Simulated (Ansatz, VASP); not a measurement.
# AlNi in two plane-wave programs, part 2 of 2

One calculation is typed for both programs; each brings its own data sets. How far apart do they land? The cell is taken from a series of runs on this material, whose earlier steps may have relaxed, scaled, displaced or heated it; both programs get it as it stands.

VASP 6.6.1 and Ansatz 0.2.0.

So far: The structure; VASP: zone-centre phonons, LDA, pair 1; Ansatz: zone-centre phonons, LDA, pair 1; Side by side.

## (5) VASP: zone-centre phonons, LDA, pair 2

Level of this step: LDA, no spin polarisation; plane waves and PAW (Al, Ni) (VASP).

Second derivatives magnify differences that forces hide, and they need a tight electronic threshold. The cell compared in this pair holds 22.48 Å³, against 22.26 Å³ for the pair before.

Input file INCAR:

```
SYSTEM = AlNi
PREC = Accurate
ENCUT = 600
EDIFF = 1E-08
NELM = 120
ISMEAR = 1
SIGMA = 0.2
LREAL = .FALSE.
ALGO = Normal
GGA = CA
NBANDS = 12
LASPH = .TRUE.
LORBIT = 11
LWAVE = .FALSE.
LCHARG = .FALSE.
ISIF = 2
IBRION = 8
GGA_COMPAT = .FALSE.
KPAR = 2
```

Input file POSCAR:

```
AlNi
1.0
    2.8224452595      0.0000000000      0.0000000000
    0.0000000000      2.8224452595      0.0000000000
    0.0000000000      0.0000000000      2.8224452595
Al Ni
1 1
Direct
    0.0000000000      0.0000000000      0.0000000000
    0.5000000000      0.5000000000      0.5000000000
```

Input file KPOINTS:

```
Automatic mesh
0
Gamma
16 16 16
0 0 0
```

The projector-augmented-wave data sets are Al and Ni (LDA family, release 64).

Command:

```
mpirun -np 2 vasp_std
```

Numbers of over 12 decimals in the logs are rounded to 6 here.

What it wrote:

```text
[... set-up lines as in an earlier step ...]
 entering main loop
       N       E                     dE             d eps       ncg     rms          rms(c)
DAV:   1     0.451874748420E+02    0.45187E+02   -0.62086E+03  3992   0.130E+03
DAV:   2    -0.117477664044E+02   -0.56935E+02   -0.52523E+02  4040   0.211E+02
DAV:   3    -0.136232557847E+02   -0.18755E+01   -0.18540E+01  4896   0.452E+01
DAV:   4    -0.136477630090E+02   -0.24507E-01   -0.24494E-01  4356   0.463E+00
[...]
DAV:  12    -0.121950369287E+02    0.58062E-06   -0.30079E-06  5136   0.297E-02    0.412E-03
DAV:  13    -0.121950367753E+02    0.15343E-06   -0.52847E-07  5844   0.742E-03    0.175E-03
DAV:  14    -0.121950367768E+02   -0.15557E-08   -0.21649E-08  3048   0.144E-03
   1 F= -.12195037E+02 E0= -.12195364E+02  d E =0.982901E-03
 Linear response reoptimize wavefunctions to high precision
DAV:   1    -0.121950367761E+02    0.71509E-09   -0.11623E-08  4404   0.185E-03
DAV:   2    -0.121950367761E+02   -0.12960E-10   -0.12284E-10  2260   0.107E-04
 Linear response DOF=           2
 Linear response progress:
[...]
RMM:   9    -0.558598309109E-02   -0.26502E-07   -0.11370E-09 16818   0.117E-04    0.170E-05
RMM:  10    -0.558596797991E-02    0.15111E-07   -0.10907E-09 17337   0.347E-05    0.603E-06
RMM:  11    -0.558596526139E-02    0.27185E-08   -0.10578E-10 16795   0.112E-05    0.140E-06
 first order change of Fermi-energy  -0.98082E-04
 force on displaced ion       1 direction 1 :  -6.784  -0.000  -0.000
 Linear response progress:
  Degree of freedom:   2/  2
       N       E                     dE             d eps       ncg     rms          rms(c)
RMM:   1    -0.187838844741E+00   -0.18784E+00   -0.99631E-02 14296   0.270E+00
RMM:   2    -0.186413710069E+00    0.14251E-02   -0.18171E-03 14389   0.527E-01    0.132E-01
RMM:   3    -0.186409645568E+00    0.40645E-05   -0.14322E-04 15447   0.103E-01    0.777E-02
RMM:   4    -0.186810060478E+00   -0.40041E-03   -0.18498E-04 16557   0.106E-01    0.575E-03
[...]
RMM:  10    -0.186775326007E+00    0.26127E-06   -0.24590E-10 17278   0.912E-05    0.168E-05
RMM:  11    -0.186775370448E+00   -0.44441E-07   -0.44898E-10 17223   0.457E-05    0.222E-06
RMM:  12    -0.186775380053E+00   -0.96050E-08   -0.30067E-10 18005   0.205E-05    0.118E-06
 first order change of Fermi-energy   0.25039E-02
 force on displaced ion       2 direction 1 :  -6.787  -0.000   0.000
 Linear response finished
```

From OUTCAR (step 5):

```text
  Total        0.3173684      0.3173684      0.3173684     -0.0000000     -0.0000000     -0.0000000
  in kB       22.6150550     22.6150550     22.6150550     -0.0000000     -0.0000000     -0.0000000
  external PRESSURE =      22.6150550 kB  Pullay stress =       0.0000000 kB

 POSITION                                       TOTAL-FORCE (eV/Angst)
 -----------------------------------------------------------------------------------
      0.00000      0.00000      0.00000         0.000000      0.000000      0.000000
      1.41122      1.41122      1.41122         0.000000      0.000000      0.000000
 -----------------------------------------------------------------------------------
    total drift:                                0.000000      0.000000     -0.000000

[... 1 part as in an earlier step ...]

[... 1 further part left out ...]
```

## (6) Ansatz: zone-centre phonons, LDA, pair 2

The same cell, functional (in two slightly different forms), mesh and smearing now go to Ansatz, which takes its cutoff from its data sets.

The cell is taken from a series of runs on this material, whose earlier steps may have relaxed, scaled, displaced or heated it; both programs get it as it stands.

Input file input.yaml:

```yaml
crystal:
  lattice:
    - [2.8224452595, 0.0, 0.0]
    - [0.0, 2.8224452595, 0.0]
    - [0.0, 0.0, 2.8224452595]
  atoms:
    - { symbol: Al, position: [0.0, 0.0, 0.0] }
    - { symbol: Ni, position: [0.5, 0.5, 0.5] }
kpoints:
  mp_grid: { grid: [16, 16, 16] }
hamiltonian:
  xc: lda
  pseudopotentials: { kind: paw, azcp: { folder: soft_1 }, xc_functional: pbe }
scf:
  occupations: { method: methfessel_paxton, width: 0.2 }
output:
  eigenvalues: true
phonons:
  method: dfpt
```

Command:

```
ansatz run input.yaml --threads 4 --pin off --max-ram 10240MiB --backend cpu --events-out ev --progress --plain --runs-dir out
```

What it wrote:

```text
[...]
Crystal: 2 atoms, lattice volume = 22.484 Å³
Basis set: ecut = 420 eV, 461 PW (Γ), exchange–correlation on 40×40×40 points (8 copies of the dense FFT grid, shifted against one another)
Bands: 15, of which v1, the nominal top of the filled ones, is band 11 counted from 1 (10 counted from 0)
Symmetry: 48 space group operations
k-points: 405 of 4096 (irreducible under 8 space group operations, time reversal used)
[...]
k-point 2: bands = [... 7 lower, 12.7972, 12.7972, 12.9415, 18.0964, 20.7111, 20.7111, 22.9869, 24.9121]
  k-point 404: bands = [... 7 lower, 13.5412, 13.5412, 16.5448, 16.5448, 16.5448, 18.7533, 19.3875, 19.3875]
[...]
ASR residual: 1.144e-4 → 0.000e0 eV/Å²; symmetrization residual: 7.555e-7 eV/Å²
  ASR residual per site (eV/Å²): 3.66e-6 1.14e-4
  Γ frequencies (cm⁻¹): 0.00 0.00 0.00 313.48 313.48 313.48
[...]
[key lines of the parts left out:]
SCF converged after 9 iterations
Free energy (F): -6287.673193 eV
Fermi energy:    14.607443 eV
```

## (7) Side by side

What differs besides the data sets and the points named for the pairs above, as far as they apply: the data sets hold 21 valence electrons in Ansatz (on its PAW soft_1 files) and 13 in VASP. Total energies have different zeros and are not compared.

Compared:

| quantity | Ansatz | VASP | difference |
| --- | --- | --- | --- |
| optical mode 1 to 3 (cm⁻¹) | 313.5 | 316.0 | -0.78 % |

Modes are paired by rising frequency, not by their patterns, so a pair may set unlike modes beside each other; they are those without the splitting of longitudinal modes.

## (8) Outcome

```
r.m.s. difference of the optical zone-centre modes, each program's sorted by frequency (zone-centre phonons, LDA, pair 1) : 2.4 cm⁻¹
difference in optical mode 1 to 3 (zone-centre phonons, LDA, pair 1)                                                      : -0.7 %
r.m.s. difference of the optical zone-centre modes, each program's sorted by frequency (zone-centre phonons, LDA, pair 2) : 2.5 cm⁻¹
difference in optical mode 1 to 3 (zone-centre phonons, LDA, pair 2)                                                      : -0.8 %
```

What this shows: The r.m.s. difference of the optical zone-centre modes, each program's sorted by frequency is 2.4 cm⁻¹ (zone-centre phonons, LDA, pair 1). The data sets hold unlike numbers of valence electrons (21 in Ansatz and 13 in VASP), so part of the differences comes from the potentials. Among the rows given in per cent, the largest difference of the zone-centre phonons, LDA, pair 1 pair is in optical mode 1 to 3, -0.7 %. Among the rows given in per cent, the largest difference of the zone-centre phonons, LDA, pair 2 pair is in optical mode 1 to 3, -0.8 %. Such differences can come from data sets, numerical settings and the points named under the comparisons, not from the functional's error against experiment.

[Lines on the potential files, build, host, timing and source positions are cut from VASP's logs without a mark.]

[Logs are printed without paths, hosts, clocks, repeated set-up lines and the standing remarks that a program may print on its own settings, such as how far it seeks lower states.]

[Hosts, paths, dates, database ids (printed as entryN), source tags and the programs' standing remarks are cut or masked in the printed files.]
